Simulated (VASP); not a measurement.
# CsK2SbF6 in VASP: notebook, part 2 of 2

VASP 6.6.1. The steps go on from the part before.

### Step 3. Single point, LDA

This run uses another cell than the first one, of 24.91 Å³/atom, 1.224 times its volume.

The input, INCAR:

```
SYSTEM = CsK2SbF6
PREC     = Accurate       ! precision mode
ENCUT    = 520            ! plane-wave cutoff, eV
EDIFF    = 1E-6           ! SCF threshold, eV
ISMEAR   = 0              ! smearing method
SIGMA    = 0.01           ! smearing width, eV
LREAL    = .FALSE.        ! projectors in reciprocal space
LASPH    = .TRUE.         ! aspherical terms in the spheres
NELM     = 100            ! most SCF steps
ALGO     = Normal         ! electronic algorithm
ISIF     = 2              ! what is computed and relaxed
LWAVE    = .FALSE.        ! write WAVECAR
LCHARG   = .FALSE.        ! write CHGCAR
GGA      = CA             ! functional
NBANDS   = 48             ! bands
```

The input, KPOINTS:

```
Automatic mesh
0
G
  2 2 2
  0 0 0
```

The input, POSCAR:

```
CsK2SbF6
1.0
    0.0000000000      4.9942150000      4.9942150000
    4.9942150000      0.0000000000      4.9942150000
    4.9942150000      4.9942150000      0.0000000000
K Cs Sb F
2 1 1 6
Direct
    0.7500000000      0.7500000000      0.7500000000
    0.2500000000      0.2500000000      0.2500000000
    0.5000000000      0.5000000000      0.5000000000
    0.0000000000      0.0000000000      0.0000000000
    0.7798900000      0.2201100000      0.2201100000
    0.2201100000      0.2201100000      0.7798900000
    0.2201100000      0.7798900000      0.7798900000
    0.2201100000      0.7798900000      0.2201100000
    0.7798900000      0.2201100000      0.7798900000
    0.7798900000      0.7798900000      0.2201100000
```

Potentials or basis: VASP PAW LDA potentials, release 64 (K_sv, Cs_sv, Sb, F).

Launch:

```sh
cat potpaw_LDA.64/K_sv/POTCAR potpaw_LDA.64/Cs_sv/POTCAR potpaw_LDA.64/Sb/POTCAR potpaw_LDA.64/F/POTCAR > POTCAR
mpirun -np 1 vasp_std > vasp.out
```

OUTCAR:

```text
SYSTEM = CsK2SbF6
   PREC = Accurate
   ENCUT = 520
   EDIFF = 1E-6
   ISMEAR = 0
   LREAL = .FALSE.
   LASPH = .TRUE.
   NELM = 100
   ISIF = 2
   GGA = CA

 ion  position               nearest neighbor table
   1  0.750  0.750  0.750-
   2  0.250  0.250  0.250-
   3  0.500  0.500  0.500-
   4  0.000  0.000  0.000-   5 2.20   6 2.20   7 2.20   8 2.20   9 2.20  10 2.20
   5  0.780  0.220  0.220-   4 2.20
   6  0.220  0.220  0.780-   4 2.20
   7  0.220  0.780  0.780-   4 2.20
   8  0.220  0.780  0.220-   4 2.20
   9  0.780  0.220  0.780-   4 2.20
  10  0.780  0.780  0.220-   4 2.20

  LATTYP: Found a face centered cubic cell.
 ALAT       =     9.9884300000

  Lattice vectors:

 A1 = (   0.0000000000,   4.9942150000,   4.9942150000)
 A2 = (   4.9942150000,   0.0000000000,   4.9942150000)
 A3 = (   4.9942150000,   4.9942150000,   0.0000000000)

Analysis of symmetry for initial positions (statically):
=====================================================================
 Subroutine PRICEL returns:
 Original cell was already a primitive cell.

 Routine SETGRP: Setting up the symmetry group for a
 face centered cubic supercell.

 Subroutine GETGRP returns: Found 48 space group operations
 (whereof 48 operations were pure point group operations)
 out of a pool of 48 trial point group operations.

The static configuration has the point symmetry O_h .

Analysis of symmetry for dynamics (positions and initial velocities):
=====================================================================
 Subroutine PRICEL returns:
 Original cell was already a primitive cell.

 Routine SETGRP: Setting up the symmetry group for a
 face centered cubic supercell.

 Subroutine GETGRP returns: Found 48 space group operations
 (whereof 48 operations were pure point group operations)
 out of a pool of 48 trial point group operations.

The dynamic configuration has the point symmetry O_h .

 Subroutine INISYM returns: Found 48 space group operations
 (whereof 48 operations are pure point group operations),
 and found     1 'primitive' translations

----------------------------------------------------------------------------------------

                                     Primitive cell

  volume of cell :     249.1333

  direct lattice vectors                    reciprocal lattice vectors
     0.000000000  4.994215000  4.994215000    -0.100115834  0.100115834  0.100115834
     4.994215000  0.000000000  4.994215000     0.100115834 -0.100115834  0.100115834
     4.994215000  4.994215000  0.000000000     0.100115834  0.100115834 -0.100115834

  length of vectors
     7.062886586  7.062886586  7.062886586     0.173405711  0.173405711  0.173405711

  position of ions in fractional coordinates (direct lattice)
     0.750000000  0.750000000  0.750000000
     0.250000000  0.250000000  0.250000000
     0.500000000  0.500000000  0.500000000
     0.000000000  0.000000000  0.000000000
     0.779890000  0.220110000  0.220110000
     0.220110000  0.220110000  0.779890000
     0.220110000  0.779890000  0.779890000
     0.220110000  0.779890000  0.220110000
[... 43 lines left out ...]
            Coordinates               Weight
  0.000000  0.000000  0.000000      1.000000
  0.500000  0.000000  0.000000      4.000000
  0.500000  0.500000  0.000000      3.000000
   k-points           NKPTS =      3   k-points in BZ     NKDIM =      3   number of bands    NBANDS=     48
   number of dos      NEDOS =    301   number of ions     NIONS =     10
   total plane-waves  NPLWV = 157464
   dimension x,y,z NGX =    54 NGY =   54 NGZ =   54
   dimension x,y,z NGXF=   108 NGYF=  108 NGZF=  108
   ions per type =               2   1   1   6
   NGX,Y,Z   is equivalent  to a cutoff of  12.71, 12.71, 12.71 a.u.
   NGXF,Y,Z  is equivalent  to a cutoff of  25.42, 25.42, 25.42 a.u.
 SYSTEM =  CsK2SbF6
   PREC   = accura    normal or accurate (medium, high low for compatibility)
   ISTART =      0    job   : 0-new  1-cont  2-samecut
   ICHARG =      2    charge: 1-file 2-atom 10-const
   ISPIN  =      1    spin polarized calculation?
   LNONCOLLINEAR =      F non collinear calculations
   LSORBIT =      F    spin-orbit coupling
   LASPH  =      T    aspherical Exc in radial PAW
   ENCUT  =  520.0 eV  38.22 Ry    6.18 a.u.  13.13 13.13 13.13*2*pi/ulx,y,z
   NELM   =    100;   NELMIN=  2; NELMDL= -5     # of ELM steps
   EDIFF  = 0.1E-05   stopping-criterion for ELM
   LREAL  =      F    real-space projection
   EDIFFG = 0.1E-04   stopping-criterion for IOM
   NSW    =      0    number of steps for IOM
   IBRION =     -1    ionic relax: 0-MD 1-quasi-New 2-CG
   NFREE  =      0    steps in history (QN), initial steepest desc. (CG)
   ISIF   =      2    stress and relaxation
   ISYM   =      2    0-nonsym 1-usesym 2-fastsym
   POTIM  = 0.5000    time-step for ionic-motion
   TEBEG  =    0.0;   TEEND  =   0.0 temperature during run
   PSTRESS=    0.0 pullay stress
   NELECT =      74.0000    total number of electrons
   NUPDOWN=      -1.0000    fix difference up-down
   EMIN   =  10.00;   EMAX   =-10.00  energy-range for DOS
   EFERMI =   0.00;   METHOD = LEGACY
   ISMEAR =     0;   SIGMA  =   0.01  broadening in eV -4-tet -1-fermi 0-gaus
   EFERMI_NEDOS =   21; number of points for ismear=-14 and -15
   IALGO  =     38    algorithm
   IMIX   =      4    mixing-type and parameters
     AMIX     =   0.40;   BMIX     =  1.00
     AMIX_MAG =   1.60;   BMIX_MAG =  1.00
  volume/ion in A,a.u.               =      24.91       168.12
  Fermi-wavevector in a.u.,A,eV,Ry     =   1.092299  2.064146 16.233341  1.193117
  Thomas-Fermi vector in A             =   2.228562
   LORBIT       =      0    0 simple, 1 ext, 2 COOP (PROOUT), +10 PAW based schemes
   GGA     = CA    functional components
   LHFCALC =     F    Hartree Fock is set to
   AEXX    =    0.0000 exact exchange contribution
   IVDW    =     0    specifies the selected vdW correction
   LEPSILON=     F    determine dielectric tensor
   LRPA    =     F    only Hartree local field effects (RPA)
 non-spin polarized calculation
 Gauss-broadening in eV      SIGMA  =   0.01
  energy-cutoff  :      520.00
  volume of cell :      249.13
 maximum number of plane-waves:      6754
 NGX is ok and might be reduce to    54

 number of electron      74.0000002 magnetization

 Free energy of the ion-electron system (eV)
  ---------------------------------------------------
  ext. energy  EPLUGINS =         0.00000000
  ---------------------------------------------------
  free energy    TOTEN  =       -46.52778558 eV

  energy without entropy =      -46.52778558  energy(sigma->0) =      -46.52778558

 E-fermi :  -0.2089     XC(G=0):  -7.9555

 val. band max:       -0.2596572860   @ k =   0.5000   0.0000   0.0000
 cond. band min:       2.6140722203   @ k =   0.0000   0.0000   0.0000
 fundamental gap:      2.8737295063
 Fermi energy:        -0.2089182816

 k-point     1 :       0.0000    0.0000    0.0000
  band No.  band energies     occupation
      1     -30.2547      2.00000
      2     -30.2531      2.00000
      3     -22.2057      2.00000
      4     -21.8740      2.00000
      5     -21.8740      2.00000
      6     -21.8740      2.00000
[... 142 lines left out ...]
     47       5.9180      0.00000
     48       6.4138      0.00000

------------------------ aborting loop because EDIFF is reached ----------------------------------------

  FORCE on cell =-STRESS in cart. coord.  units (eV):
  Direction    XX          YY          ZZ          XY          YZ          ZX
  --------------------------------------------------------------------------------------
  -------------------------------------------------------------------------------------
  Total       -4.7845324     -4.7845324     -4.7845324     -0.0000000     -0.0000000      0.0000000
  in kB      -30.7693543    -30.7693543    -30.7693543     -0.0000000     -0.0000000      0.0000000
  external PRESSURE =     -30.7693543 kB  Pullay stress =       0.0000000 kB

 VOLUME and BASIS-vectors are now :
 -----------------------------------------------------------------------------
  energy-cutoff  :      520.00
  volume of cell :      249.13
      direct lattice vectors                 reciprocal lattice vectors
     0.000000000  4.994215000  4.994215000    -0.100115834  0.100115834  0.100115834
     4.994215000  0.000000000  4.994215000     0.100115834 -0.100115834  0.100115834
     4.994215000  4.994215000  0.000000000     0.100115834  0.100115834 -0.100115834

 POSITION                                       TOTAL-FORCE (eV/Angst)
 -----------------------------------------------------------------------------------
      7.49132      7.49132      7.49132         0.000000      0.000000     -0.000000
      2.49711      2.49711      2.49711        -0.000000      0.000000     -0.000000
      4.99421      4.99421      4.99421         0.000000      0.000000     -0.000000
      0.00000      0.00000      0.00000         0.000000      0.000000     -0.000000
      2.19855      4.99421      4.99421        -0.237003      0.000000     -0.000000
      4.99421      4.99421      2.19855         0.000000      0.000000     -0.237003
      7.78988      4.99421      4.99421         0.237003      0.000000     -0.000000
      4.99421      2.19855      4.99421         0.000000     -0.237003     -0.000000
      4.99421      7.78988      4.99421         0.000000      0.237003     -0.000000
      4.99421      4.99421      7.78988         0.000000      0.000000      0.237003
 -----------------------------------------------------------------------------------
    total drift:                                0.000000      0.000000      0.000000

  FREE ENERGIE OF THE ION-ELECTRON SYSTEM (eV)
  ---------------------------------------------------
  free  energy   TOTEN  =       -46.5277855756 eV

  energy  without entropy=      -46.5277855756  energy(sigma->0) =      -46.52778558
```

Run time: 58 s. Hardware: 1 thread of Intel Xeon Platinum 8488C (Sapphire Rapids), shared host; peak memory 0.32 GiB.

Results:

| Property | Result |
| --- | --- |
| Free energy | -46.5278 eV |
| Pressure | -3.1 GPa |
| Largest force | 0.237 eV/Å |
| Band gap on the k mesh | 2.87 eV, indirect (least direct gap 3.28 eV) |

Forces on the atoms (eV/Å):
```
K    0.000  0.000  0.000
K    0.000  0.000  0.000
Cs   0.000  0.000  0.000
Sb   0.000  0.000  0.000
F   -0.237  0.000  0.000
F    0.000  0.000 -0.237
F    0.237  0.000  0.000
F    0.000 -0.237  0.000
F    0.000  0.237  0.000
F    0.000  0.000  0.237
```

Caveat: the k mesh is coarse (spacing up to 0.54 Å⁻¹), so the values aren't converged; spin-orbit coupling is left out, which moves the levels of the heavy elements.
